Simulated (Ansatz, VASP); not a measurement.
# MgGeSe2 (alpha-NaFeO2 type (invented)) in two plane-wave programs

Aim: how closely do two programs agree when they are given the same cell, functional and k mesh? The cell is generated by rule, not measured, and may not be a known phase. The cell is taken from a series of runs on this material, whose earlier steps may have relaxed, scaled, displaced or heated it; both programs get it as it stands.

Calculated with Ansatz 0.2.0; plane waves, with VASP 6.6.1 beside it; relaxation of cell and atoms at PBEsol.

## 1. The structure

It takes space group R-3m (No. 166, trigonal). The conventional cell has a = 3.926 Å, b = 3.926 Å, c = 19.104 Å, α = 90.00°, β = 90.00°, γ = 120.00°. Mg has 6 Se at 2.74 Å nearest. Nearest to Ge lie 6 Se at 2.80 Å. Nearest to Se lie 3 Mg at 2.74 Å and 3 Ge at 2.80 Å. Farther neighbours and most contacts between anions are not listed.

As a file:

```
Mg Ge Se
1.0
     1.96303    1.13336    6.36806
    -1.96303    1.13336    6.36806
     0.00000   -2.26671    6.36806
Mg Ge Se
1 1 2
Direct
  0.00000 0.00000 0.00000
  0.50000 0.50000 0.50000
  0.25249 0.25249 0.25249
  0.74751 0.74751 0.74751
```

## 2. VASP: relaxation of cell and atoms, PBEsol

The relaxed volume is the usual yardstick between codes: in a stiff, nearly cubic crystal its relative difference is about their pressure difference at one cell divided by the bulk modulus.

Lines of VASP's logs that name or quote its potential files are left out, and so is its time.

Contents of INCAR:

```
SYSTEM = MgGeSe2
PREC = Accurate
ENCUT = 600
EDIFF = 1E-07
NELM = 120
ISMEAR = 0
SIGMA = 0.01
LREAL = .FALSE.
ALGO = Normal
GGA = PS
NBANDS = 20
LORBIT = 11
LWAVE = .FALSE.
LCHARG = .FALSE.
ISIF = 3
IBRION = 2
NSW = 80
EDIFFG = -0.005
LASPH = .TRUE.
GGA_COMPAT = .FALSE.
NELMIN = 4
EFERMI = MIDGAP
KPAR = 2
```

Contents of POSCAR:

```
MgGeSe2
1.0
    1.9630310000      1.1333570000      6.3680570000
   -1.9630310000      1.1333570000      6.3680570000
    0.0000000000     -2.2667130000      6.3680570000
Mg Ge Se
1 1 2
Direct
    0.0000000000      0.0000000000      0.0000000000
    0.4999999003      0.4999999003      0.5000001209
    0.2524865534      0.2524865534      0.2524866648
    0.7475132996      0.7475132996      0.7475136294
```

Contents of KPOINTS:

```
Automatic mesh
0
Gamma
9 9 9
0 0 0
```

The projector-augmented-wave data sets are Mg, Ge_d and Se (PBE family, release 64).

The run is started by

```sh
$ mpirun -np 2 vasp_std
```

Numbers of over 12 decimals in the logs are rounded to 6 here.

The log of the run:

```text
[banner, memory and clock lines left out]
running    2 mpi-ranks, on    1 nodes
 distrk:  each k-point on    1 cores,    2 groups
 distr:  one band on    1 cores,    1 groups

 POSCAR found type information on POSCAR MgGeSe
 POSCAR found :  3 types and       4 ions
|                                                                             |
|               ----> ADVICE to this user running VASP <----                  |
|                                                                             |
|     You enforced a specific xc type in the INCAR file but a different       |
|     [... a line on the potential file left out ...]
|     I HOPE YOU KNOW WHAT YOU ARE DOING!                                     |
|                                                                             |

 LDA part: xc-table for (Slater+PW92), standard interpolation
 POSCAR, INCAR and KPOINTS ok, starting setup
 FFT: planning ... GRIDC
 FFT: planning ... GRID_SOFT
 FFT: planning ... GRID
 WAVECAR not read
 entering main loop
       N       E                     dE             d eps       ncg     rms          rms(c)
DAV:   1     0.217053861817E+03    0.21705E+03   -0.14229E+04  4020   0.246E+03
DAV:   2     0.142351917362E+02   -0.20282E+03   -0.19389E+03  3684   0.611E+02
DAV:   3    -0.163007108841E+02   -0.30536E+02   -0.29774E+02  4184   0.133E+02
DAV:   4    -0.175571741900E+02   -0.12565E+01   -0.12532E+01  4128   0.285E+01
DAV:   5    -0.175820776923E+02   -0.24904E-01   -0.24899E-01  4144   0.483E+00    0.414E+00
DAV:   6    -0.172336994927E+02    0.34838E+00   -0.68279E-01  4500   0.516E+00    0.250E+00
DAV:   7    -0.171996304487E+02    0.34069E-01   -0.22456E-01  3776   0.200E+00    0.114E+00
DAV:   8    -0.171971887015E+02    0.24417E-02   -0.14217E-02  4500   0.109E+00    0.199E-01
DAV:   9    -0.171969980043E+02    0.19070E-03   -0.14834E-03  3940   0.359E-01    0.528E-02
DAV:  10    -0.171970030437E+02   -0.50395E-05   -0.19326E-04  4036   0.868E-02    0.343E-02
DAV:  11    -0.171970050048E+02   -0.19610E-05   -0.16734E-05  3920   0.385E-02    0.101E-02
DAV:  12    -0.171970050008E+02    0.39217E-08   -0.32029E-06  4024   0.113E-02    0.208E-03
DAV:  13    -0.171970049380E+02    0.62888E-07   -0.28861E-07  3792   0.453E-03
   1 F= -.17197005E+02 E0= -.17197005E+02  d E =-.171970E+02
 curvature:   0.00 expect dE= 0.000E+00 dE for cont linesearch  0.000E+00
 trial: gam= 0.00000 g(F)=  0.151E-04 g(S)=  0.333E-05 ort = 0.000E+00 (trialstep = 0.100E+01)
 search vector abs. value=  0.184E-04
 bond charge predicted
       N       E                     dE             d eps       ncg     rms          rms(c)
DAV:   1    -0.171970392626E+02   -0.34262E-04   -0.97322E-04  4324   0.315E-01    0.282E-02
DAV:   2    -0.171970253247E+02    0.13938E-04   -0.53230E-05  4512   0.771E-02    0.148E-02
DAV:   3    -0.171970200174E+02    0.53072E-05   -0.10024E-05  4616   0.364E-02    0.392E-03
DAV:   4    -0.171970194580E+02    0.55946E-06   -0.44649E-07  3816   0.507E-03    0.193E-03
DAV:   5    -0.171970192524E+02    0.20554E-06   -0.10134E-07  2880   0.276E-03    0.713E-04
DAV:   6    -0.171970192304E+02    0.22018E-07   -0.15064E-08  2024   0.180E-03
   2 F= -.17197019E+02 E0= -.17197019E+02  d E =-.142925E-04
 trial-energy change:   -0.000014  1 .order   -0.000014   -0.000018   -0.000010
 step:   2.1693(harm=  2.1693)  dis= 0.00131  next Energy=   -17.197025 (dE=-0.200E-04)
 bond charge predicted
       N       E                     dE             d eps       ncg     rms          rms(c)
DAV:   1    -0.171970509324E+02   -0.31680E-04   -0.13364E-03  4260   0.367E-01    0.329E-02
DAV:   2    -0.171970319999E+02    0.18932E-04   -0.73776E-05  4516   0.905E-02    0.173E-02
DAV:   3    -0.171970248170E+02    0.71829E-05   -0.13634E-05  4572   0.425E-02    0.461E-03
DAV:   4    -0.171970240771E+02    0.73992E-06   -0.61617E-07  3924   0.593E-03    0.224E-03
DAV:   5    -0.171970238176E+02    0.25946E-06   -0.13354E-07  2820   0.312E-03    0.832E-04
DAV:   6    -0.171970237912E+02    0.26411E-07   -0.20091E-08  1944   0.209E-03
   3 F= -.17197024E+02 E0= -.17197024E+02  d E =-.188532E-04
 curvature:  -1.08 expect dE=-0.770E-05 dE for cont linesearch -0.924E-07
 trial: gam= 0.45392 g(F)=  0.697E-06 g(S)=  0.641E-05 ort =-0.125E-05 (trialstep = 0.123E+01)
 search vector abs. value=  0.976E-05
 reached required accuracy - stopping structural energy minimisation
```

From OUTCAR (step 2):

```text
ion  position               nearest neighbor table
   1  0.000  0.000  0.000-   4 2.74   4 2.74   3 2.74   3 2.74   3 2.74   4 2.74
   2  0.500  0.500  0.500-   4 2.80   4 2.80   4 2.80   3 2.80   3 2.80   3 2.80
   3  0.252  0.252  0.252-   1 2.74   1 2.74   1 2.74   2 2.80   2 2.80   2 2.80
   4  0.748  0.748  0.748-   1 2.74   1 2.74   1 2.74   2 2.80   2 2.80   2 2.80

  LATTYP: Found a trigonal (rhomboedric) cell.
 ALAT       =     6.7594481100
 COS(alpha) =     0.8313206384

 Subroutine GETGRP returns: Found 12 space group operations
 (whereof 12 operations were pure point group operations)

The static configuration has the point symmetry D_3d.

 Found     85 irreducible k-points:

   k-points           NKPTS =     85   k-points in BZ     NKDIM =     85   number of bands    NBANDS=     20

   dimension x,y,z NGX =    54 NGY =   54 NGZ =   54
   dimension x,y,z NGXF=   108 NGYF=  108 NGZF=  108

   ENCUT  =  600.0 eV  44.10 Ry    6.64 a.u.  13.50 13.50 13.50*2*pi/ulx,y,z

   NELECT =      28.0000    total number of electrons

 k-points in reciprocal lattice and weights: Automatic mesh
   0.00000000  0.00000000  0.00000000       0.001
   0.11111111  0.00000000 -0.00000000       0.008
   0.22222222  0.00000000  0.00000000       0.008
   0.33333333  0.00000000 -0.00000000       0.008
   0.44444444  0.00000000  0.00000000       0.008
   0.11111111  0.11111111 -0.00000000       0.008
   0.22222222  0.11111111  0.00000000       0.016
   0.33333333  0.11111111 -0.00000000       0.016
   0.44444444  0.11111111  0.00000000       0.016
[...]
0.44444444  0.44444444  0.44444444       0.003
  -0.44444444  0.44444444  0.44444444       0.008

 average (electrostatic) potential at core
       1 -37.2489       2 -74.8036       3 -53.5452       4 -53.5452

 E-fermi :   4.9002

 k-point     1 :       0.0000    0.0000    0.0000
  band No.  band energies     occupation
    ...
     10       2.7715      2.00000
     11       2.7715      2.00000
     12       2.8483      2.00000
     13       2.8827      2.00000
     14       2.8827      2.00000
     15       5.7841      0.00000
     16       6.5870      0.00000
     17       6.5870      0.00000
     18       8.9110      0.00000
     19      10.7126      0.00000
    ...

 k-point     2 :       0.1111    0.0000   -0.0000
  band No.  band energies     occupation
    ...
     10       1.8868      2.00000
     11       2.4965      2.00000
     12       2.8265      2.00000
     13       2.8909      2.00000
     14       3.7901      2.00000
     15       5.9878      0.00000
     16       6.5500      0.00000
     17       6.8572      0.00000
     18       9.7107      0.00000
     19      10.1981      0.00000
    ...

 k-point     3 :       0.2222    0.0000    0.0000
  band No.  band energies     occupation
    ...
     10       0.6357      2.00000
     11       2.0444      2.00000
     12       2.5606      2.00000
     13       2.5992      2.00000
     14       3.8424      2.00000
     15       6.1531      0.00000
     16       7.1692      0.00000
     17       7.3947      0.00000
     18       9.2971      0.00000
     19       9.6809      0.00000
    ...

  Total       -0.0138313     -0.0138313     -0.0121859      0.0000000     -0.0000000      0.0000000
  in kB       -0.2604948     -0.2604949     -0.2295064      0.0000000     -0.0000000      0.0000000
  external PRESSURE =      -0.2501654 kB  Pullay stress =       0.0000000 kB

  energy-cutoff  :      600.00
  volume of cell :       85.07
      direct lattice vectors                 reciprocal lattice vectors
     1.963454883  1.133601730  6.370028587     0.254653165  0.147024049  0.052328381
    -1.963454883  1.133601730  6.370028587    -0.254653165  0.147024049  0.052328381
     0.000000000 -2.267202458  6.370028587     0.000000000 -0.294048097  0.052328404

 POSITION                                       TOTAL-FORCE (eV/Angst)
 -----------------------------------------------------------------------------------
      0.00000      0.00000      0.00000         0.000000      0.000000      0.000000
      0.00000      0.00000      9.55504        -0.000000     -0.000000      0.000000
      0.00000      0.00000      4.82635         0.000000      0.000000      0.002687
      0.00000      0.00000     14.28374         0.000000     -0.000000     -0.002687
 -----------------------------------------------------------------------------------
    total drift:                                0.000000      0.000669      0.000379

  FREE ENERGIE OF THE ION-ELECTRON SYSTEM (eV)
  ---------------------------------------------------
  free  energy   TOTEN  =       -17.1970237912 eV

  energy  without entropy=      -17.1970237912  energy(sigma->0) =      -17.19702379

 reached required accuracy - stopping structural energy minimisation

 total charge
# of ion       s       p       d       tot
------------------------------------------
    1        0.150   0.121   0.032   0.303
    2        1.383   0.671  10.028  12.082
    3        1.454   2.387   0.024   3.865
    4        1.454   2.387   0.024   3.865
--------------------------------------------------
tot          4.441   5.565  10.108  20.114

[... 3 further parts left out ...]
```

The run keeps the 12 symmetry operations of its start, so it cannot find a distortion of lower symmetry.

(Part 1 of 2 ends here.)

[Lines on the potential files, build, host, timing and source positions are cut from VASP's logs without a mark.]

[Logs are printed without paths, hosts, clocks, repeated set-up lines and the standing remarks that a program may print on its own settings, such as how far it seeks lower states.]

[Hosts, paths, dates, database ids (printed as entryN), source tags and the programs' standing remarks are cut or masked in the printed files.]
